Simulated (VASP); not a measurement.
VASP input:

POSCAR:
```
MgS
1
    0.0000000000     2.5486660000     2.5486660000
    2.5486660000     0.0000000000     2.5486660000
    2.5486660000     2.5486660000     0.0000000000
Mg S
1 1
Direct
  0.0000000000   0.0000000000   0.0000000000
  0.5000000000   0.5000000000   0.5000000000
```

File KPOINTS:
```
kpoints
0
Gamma
  7 7 7
```

### INCAR
```
# general
SYSTEM  =MgS
PREC    =Accurate
ENCUT   =270
LREAL   =.FALSE.
LASPH   =.TRUE.
ISYM    =3

# electronic loop
EDIFF   =1E-6
NELM    =100
ALGO    =Normal

# smearing
ISMEAR  =0
SIGMA   =0.01

# functional
GGA     =PE
LHFCALC =.TRUE.
AEXX    =0.25
HFRCUT  =-1
PRECFOCK=Fast

# ions
ISIF    =2

# output
LWAVE   =.FALSE.
LCHARG  =.FALSE.
```

POTCAR, in this order: Mg S (PBE.64 set). Program: vasp_std.

Q: Write an equivalent input for Ansatz.

A: One equivalent input (not run):
Ansatz 0.2 input:
```yaml
crystal:
  lattice:
    - [0.0000000, 2.5486660, 2.5486660]
    - [2.5486660, 0.0000000, 2.5486660]
    - [2.5486660, 2.5486660, 0.0000000]
  atoms:
    - { symbol: Mg, position: [0.0000000, 0.0000000, 0.0000000] }
    - { symbol: S, position: [0.5000000, 0.5000000, 0.5000000] }
kpoints:
  mp_grid: { grid: [7, 7, 7] }
hamiltonian:
  xc: pbe0
  pseudopotentials: { kind: paw }
scf:
  occupations: { method: gaussian, width: 0.01 }
  max_iter: 100
output: { forces: true, stress: true, eigenvalues: true }
```
What does not carry over: each code has its own PAW files, so the cut-off isn't converted (ENCUT is set for VASP's; basis.ecutwfc is left out, and Ansatz then takes the one that its files recommend); Ansatz stops its SCF on the density residual and VASP on the energy change (EDIFF).

The structure comes from a computed database's MgS entry; how it stands against other phases isn't given here. The cell was not relaxed at this level. The run is one of a series of settings (ENCUT = 270 against the base run), some of them coarse on purpose.
